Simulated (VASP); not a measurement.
Method: r2SCAN meta-GGA, VASP's PBE PAW potentials (set 64) (plane waves; VASP).

VASP input:

KPOINTS:
```
Automatic mesh
0
Gamma
 16 16 16
0 0 0
```

KPOINTS_OPT:
```
k-points along high-symmetry lines
10
Line-mode
Reciprocal
  0.000000   0.000000   0.000000 ! GAMMA
  0.500000  -0.500000   0.500000 ! H

  0.500000  -0.500000   0.500000 ! H
  0.000000   0.000000   0.500000 ! N

  0.000000   0.000000   0.500000 ! N
  0.000000   0.000000   0.000000 ! GAMMA

  0.000000   0.000000   0.000000 ! GAMMA
  0.250000   0.250000   0.250000 ! P

  0.250000   0.250000   0.250000 ! P
  0.500000  -0.500000   0.500000 ! H

  0.250000   0.250000   0.250000 ! P
  0.000000   0.000000   0.500000 ! N
```

### POSCAR
```
Cd
1
   -1.7613950669     1.7613950669     1.7613950669
    1.7613950669    -1.7613950669     1.7613950669
    1.7613950669     1.7613950669    -1.7613950669
Cd
1
Direct
  0.0000000000   0.0000000000   0.0000000000
```

INCAR:
```
SYSTEM = Cd
PREC = Accurate; ENCUT = 400; LREAL = .FALSE.
LASPH = .TRUE.
EDIFF = 1E-7; NELM = 100; ALGO = Normal
LMAXMIX = 4; LMIXTAU = .TRUE.
ISMEAR = -5
METAGGA = R2SCAN
ISIF = 2
LWAVE = .FALSE.; LCHARG = .FALSE.; LORBIT = 11
NEDOS = 601
```

POTCAR, in this order: Cd (PBE.64 set). Program: vasp_std.

Output of the run:

### OSZICAR
```
       N       E                     dE             d eps       ncg     rms          rms(c)
DAV:   1     0.339898166267E+02    0.33990E+02   -0.64156E+03  3188   0.992E+02
DAV:   2    -0.226972338843E+02   -0.56687E+02   -0.55137E+02  3012   0.243E+02
DAV:   3    -0.235999800600E+02   -0.90275E+00   -0.90247E+00  3294   0.366E+01
DAV:   4    -0.236010330365E+02   -0.10530E-02   -0.10532E-02  3214   0.115E+00
DAV:   5    -0.236010363738E+02   -0.33373E-05   -0.33361E-05  3208   0.666E-02    0.324E+00
DAV:   6    -0.197969181185E+02    0.38041E+01   -0.32563E+00  3086   0.280E+01    0.501E+00
DAV:   7    -0.200029538818E+02   -0.20604E+00   -0.16054E-01  3024   0.558E+00    0.283E+00
DAV:   8    -0.199485568327E+02    0.54397E-01   -0.93005E-02  3004   0.358E+00    0.225E-01
DAV:   9    -0.200006928244E+02   -0.52136E-01   -0.22263E-01  3012   0.354E+00    0.202E-01
DAV:  10    -0.199960509048E+02    0.46419E-02   -0.25063E-03  3078   0.660E-01    0.128E-01
DAV:  11    -0.200114469812E+02   -0.15396E-01   -0.13700E-02  2904   0.112E+00    0.587E-02
DAV:  12    -0.200114061064E+02    0.40875E-04   -0.24447E-04  3068   0.157E-01    0.589E-02
DAV:  13    -0.200115724694E+02   -0.16636E-03   -0.49064E-04  2950   0.269E-01    0.301E-02
DAV:  14    -0.200118368404E+02   -0.26437E-03   -0.82877E-05  2936   0.139E-01    0.808E-03
DAV:  15    -0.200117609995E+02    0.75841E-04   -0.54795E-05  2950   0.726E-02    0.741E-03
DAV:  16    -0.200117598951E+02    0.11045E-05   -0.10274E-05  3174   0.260E-02    0.681E-03
DAV:  17    -0.200117575040E+02    0.23911E-05   -0.27201E-06  2904   0.195E-02    0.266E-03
DAV:  18    -0.200117670118E+02   -0.95078E-05   -0.86023E-07  2954   0.120E-02    0.106E-03
DAV:  19    -0.200117634715E+02    0.35403E-05   -0.87576E-08  2464   0.414E-03    0.683E-04
DAV:  20    -0.200117647751E+02   -0.13037E-05   -0.14757E-08  1482   0.173E-03    0.750E-04
DAV:  21    -0.200117645537E+02    0.22145E-06   -0.67315E-09  1478   0.703E-04    0.368E-04
DAV:  22    -0.200117647584E+02   -0.20471E-06   -0.19984E-09  1468   0.460E-04    0.185E-04
DAV:  23    -0.200117645504E+02    0.20802E-06   -0.84313E-10  1476   0.350E-04    0.275E-05
DAV:  24    -0.200117646856E+02   -0.13527E-06   -0.11569E-10  1474   0.135E-04    0.775E-06
DAV:  25    -0.200117646213E+02    0.64331E-07   -0.10779E-11  1468   0.450E-05
   1 F= -.20011765E+02 E0= -.20011765E+02  d E =0.000000E+00
       N       E                     dE             ncg
```

### OUTCAR
```
------------------------ aborting loop because EDIFF is reached ----------------------------------------
  FORCE on cell =-STRESS in cart. coord.  units (eV):
  Direction    XX          YY          ZZ          XY          YZ          ZX
  --------------------------------------------------------------------------------------
  Total       -0.0723313     -0.0723313     -0.0723313     -0.0000000     -0.0000000      0.0000000
  in kB       -5.3015937     -5.3015937     -5.3015937     -0.0000000     -0.0000000      0.0000000
  external PRESSURE =      -5.3015937 kB  Pullay stress =       0.0000000 kB
  volume of cell :       21.86
      direct lattice vectors                 reciprocal lattice vectors
    -1.761395067  1.761395067  1.761395067     0.000000000  0.283865902  0.283865902
     1.761395067 -1.761395067  1.761395067     0.283865902  0.000000000  0.283865902
     1.761395067  1.761395067 -1.761395067     0.283865902  0.283865902  0.000000000
 POSITION                                       TOTAL-FORCE (eV/Angst)
 -----------------------------------------------------------------------------------
      0.00000      0.00000      0.00000         0.000000      0.000000      0.000000
 -----------------------------------------------------------------------------------
    total drift:                                0.000000     -0.000000     -0.000000
  FREE ENERGIE OF THE ION-ELECTRON SYSTEM (eV)
  ---------------------------------------------------
  free  energy   TOTEN  =       -20.0117646213 eV

  energy  without entropy=      -20.0117646213  energy(sigma->0) =      -20.01176462

 total charge

# of ion       s       p       d       tot
------------------------------------------
    1        0.531   0.286   9.496  10.313
```
(Selected blocks of OUTCAR.)

For a metal the tetrahedron method with Blöchl corrections gives inexact stress and forces.

The structure was generated: Cd was put into the bcc type (Im-3m), which need not be its known phase. It was relaxed first.
